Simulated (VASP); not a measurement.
**CrSi8O18 (a cell with a defect): single point with PBEsol+U**

Crystal: CrSi8O18 (a cell with a defect).

```xyz
27
Lattice="14.7491 0.0000 0.0000 -7.3745 4.2577 0.0000 0.0000 0.0000 5.4084" Properties=species:S:1:pos:R:3 pbc="T T T"
Cr    2.3094    0.0000    3.6056
Si    7.2257    0.0000    3.6056
Si   12.1421    0.0000    3.6056
Si   -1.1547    2.0000    1.8028
Si    3.7617    2.0000    1.8028
Si    8.6780    2.0000    1.8028
Si    1.3035    2.2577    0.0000
Si    6.2199    2.2577    0.0000
Si   -3.6129    2.2577    0.0000
O     1.3754    1.1393    4.2487
O     6.2917    1.1393    4.2487
O    11.2081    1.1393    4.2487
O     3.2420    0.6215    2.4459
O     8.1584    0.6215    2.4459
O    13.0748    0.6215    2.4459
O     2.7571    2.4970    0.6431
O     7.6735    2.4970    0.6431
O    -2.1592    2.4970    0.6431
O     0.2990    1.7607    1.1597
O     5.2153    1.7607    1.1597
O    10.1317    1.7607    1.1597
O    -1.0828    3.1184    2.9625
O     3.8335    3.1184    2.9625
O     8.7499    3.1184    2.9625
O     0.7839    3.6362    4.7653
O     5.7002    3.6362    4.7653
O    -4.1325    3.6362    4.7653
```

- Program: VASP 6.6.1
- Task: single point
- Functional: PBEsol
- Potentials or basis: VASP PAW PBE potentials, release 64 (Cr_pv, Si, O)
- Cutoff: 450 eV
- k mesh: 2 × 3 × 3
- Occupations: gaussian, width 0.03 eV
- Spin: collinear spin, zero start
- Starting moments: [0.0, 0.0, 0.0, 0.0, 0.0, 0.0, 0.0, 0.0, 0.0, 0.0, 0.0, 0.0, 0.0, 0.0, 0.0, 0.0, 0.0, 0.0, 0.0, 0.0, 0.0, 0.0, 0.0, 0.0, 0.0, 0.0, 0.0] μB
- Fixed moment: 0 μB
- Hubbard terms: Cr d U = 3 eV

The largest force is 6.329 eV/Å. The net moment is 0.00 μB per cell, the site moments are Cr -0.02; Si +0.00, -0.00; O +0.00, -0.00 μB and the valence electrons inside the program's atomic spheres are Cr 12.20; Si 1.67, 1.68; O 5.22, 5.25.

Forces on the atoms (eV/Å):
```
Cr   0.264  0.000  0.000
Si   0.042  0.000  0.000
Si   0.045  0.000  0.000
Si  -0.027  0.040 -0.004
Si   0.108  0.232 -0.148
Si  -0.087 -0.159 -0.179
Si  -0.087  0.159  0.179
Si  -0.027 -0.040  0.004
Si   0.108 -0.232  0.148
O   -3.913  4.413  2.296
O   -0.258  0.028 -0.107
O   -0.259  0.020 -0.117
O    3.569  2.001 -4.434
O    0.092 -0.278 -0.103
O    0.102 -0.240 -0.106
O    0.158  0.230 -0.121
O    0.145  0.209 -0.143
O    0.194  0.191 -0.085
O    0.145 -0.209  0.143
O    0.194 -0.191  0.085
O    0.158 -0.230  0.121
O   -0.258 -0.028  0.107
O   -0.259 -0.020  0.117
O   -3.913 -4.413 -2.296
O    0.092  0.278  0.103
O    0.102  0.240  0.106
O    3.569 -2.001  4.434
```

Eigenvalues of the final occupation matrices:
| site | spin | trace | eigenvalues |
| --- | --- | --- | --- |
| site 1 d | 1 | 2.45 | 0.21 0.41 0.41 0.43 0.99 |
| site 1 d | 2 | 2.46 | 0.21 0.41 0.42 0.43 0.99 |

Wall time 25 min on 1 thread of AMD EPYC 9R45 96-Core Processor (Zen 5), on a shared host, peak memory 0.92 GiB.

Caveat: the k mesh is coarse (spacing up to 0.49 Å⁻¹), so the values aren't converged; the PAW data sets were made with another functional, which shifts forces and pressure a little; the total moment is fixed, so each spin has its own Fermi level. The state reached can hang on the start; a lower one may exist.
